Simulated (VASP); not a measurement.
Level of theory: PBEsol GGA, VASP's PBE PAW potentials (set 64) (plane waves; VASP).

VASP ran on this input.

**INCAR**
```
ALGO  =  Normal
EDIFF  =  1E-7
EDIFFG  =  -0.01
ENCUT  =  480
GGA  =  PS
IBRION  =  2
ISIF  =  3
ISMEAR  =  1
LASPH  =  T
LCHARG  =  F
LMAXMIX  =  6
LREAL  =  F
LWAVE  =  F
NELM  =  100
NSW  =  40
PREC  =  Accurate
PSTRESS  =  100
SIGMA  =  0.1
SYSTEM  =  Pt3Ti
```

KPOINTS:
```
Automatic mesh
0
Gamma
8 8 8
0 0 0
```

File POSCAR:
```
Pt3Ti
1
    3.8538522399    -0.0000000000    -0.0000000000
   -0.0000000000     3.8538522399    -0.0000000000
    0.0000000000     0.0000000000     3.8538522399
Ti Pt
1 3
Direct
  0.0000000000   0.0000000000   0.0000000000
  0.0000000000   0.5000000000   0.5000000000
  0.5000000000   0.0000000000   0.5000000000
  0.5000000000   0.5000000000   0.0000000000
```

POTCAR, in this order: Ti_sv Pt (PBE.64 set). Program: vasp_std.

Output of the run:

**OSZICAR**
```
       N       E                     dE             d eps       ncg     rms          rms(c)
DAV:   1     0.370426758099E+03    0.37043E+03   -0.20327E+04  1750   0.173E+03
DAV:   2    -0.172399948202E+01   -0.37215E+03   -0.36554E+03  1864   0.445E+02
DAV:   3    -0.350172475666E+02   -0.33293E+02   -0.32521E+02  2587   0.112E+02
DAV:   4    -0.359462510869E+02   -0.92900E+00   -0.92492E+00  2080   0.200E+01
DAV:   5    -0.359776384728E+02   -0.31387E-01   -0.31369E-01  2555   0.352E+00    0.256E+01
DAV:   6    -0.337707788431E+02    0.22069E+01   -0.17979E+01  2490   0.327E+01    0.131E+01
DAV:   7    -0.337400240468E+02    0.30755E-01   -0.25173E+01  2414   0.316E+01    0.111E+01
DAV:   8    -0.328357123834E+02    0.90431E+00   -0.18668E+00  2369   0.112E+01    0.465E+00
DAV:   9    -0.327727009367E+02    0.63011E-01   -0.23086E+00  2584   0.847E+00    0.281E+00
DAV:  10    -0.326929910371E+02    0.79710E-01   -0.55316E-01  2411   0.514E+00    0.313E-01
DAV:  11    -0.326954447586E+02   -0.24537E-02   -0.10232E-02  2362   0.830E-01    0.501E-01
DAV:  12    -0.326933559361E+02    0.20888E-02   -0.12604E-02  2369   0.689E-01    0.819E-02
DAV:  13    -0.326933422332E+02    0.13703E-04   -0.29627E-04  1969   0.126E-01    0.247E-02
DAV:  14    -0.326933542197E+02   -0.11986E-04   -0.20349E-04  2497   0.105E-01    0.432E-02
DAV:  15    -0.326933391662E+02    0.15054E-04   -0.38281E-05  2450   0.477E-02    0.155E-02
DAV:  16    -0.326933370767E+02    0.20894E-05   -0.13257E-05  2535   0.237E-02    0.203E-03
DAV:  17    -0.326933371680E+02   -0.91296E-07   -0.57353E-07  2353   0.510E-03
   1 F= -.29120818E+02 E0= -.29120973E+02  d E =-.291208E+02
```

**OUTCAR**
```
------------------------ aborting loop because EDIFF is reached ----------------------------------------
  FORCE on cell =-STRESS in cart. coord.  units (eV):
  Direction    XX          YY          ZZ          XY          YZ          ZX
  --------------------------------------------------------------------------------------
  Total        3.5498117      3.5498117      3.5498117     -0.0000000     -0.0000000      0.0000000
  in kB       99.3643786     99.3643786     99.3643786     -0.0000000     -0.0000000      0.0000000
  external PRESSURE =      -0.6356214 kB  Pullay stress =     100.0000000 kB
  volume of cell :       57.24
      direct lattice vectors                 reciprocal lattice vectors
     3.853852240  0.000000000  0.000000000     0.259480628  0.000000000  0.000000000
     0.000000000  3.853852240  0.000000000     0.000000000  0.259480628  0.000000000
     0.000000000  0.000000000  3.853852240     0.000000000  0.000000000  0.259480628
 POSITION                                       TOTAL-FORCE (eV/Angst)
 -----------------------------------------------------------------------------------
      0.00000      0.00000      0.00000         0.000000      0.000000      0.000000
      0.00000      1.92693      1.92693         0.000000      0.000000      0.000000
      1.92693      0.00000      1.92693         0.000000      0.000000      0.000000
      1.92693      1.92693      0.00000         0.000000      0.000000      0.000000
 -----------------------------------------------------------------------------------
    total drift:                                0.000000      0.000000      0.000000
  FREE ENERGIE OF THE ION-ELECTRON SYSTEM (eV)
  ---------------------------------------------------
  free  energy   TOTEN  =       -32.6933371680 eV

  energy  without entropy=      -32.6938014182  energy(sigma->0) =      -32.69349192
  enthalpy is  TOTEN    =       -29.1208177682 eV   P V=        3.5725193998

 reached required accuracy - stopping structural energy minimisation
```
(Selected blocks of OUTCAR.)

The compound is Pt3Ti in the L1_2 structure. It was relaxed first under an external pressure of 10 GPa.
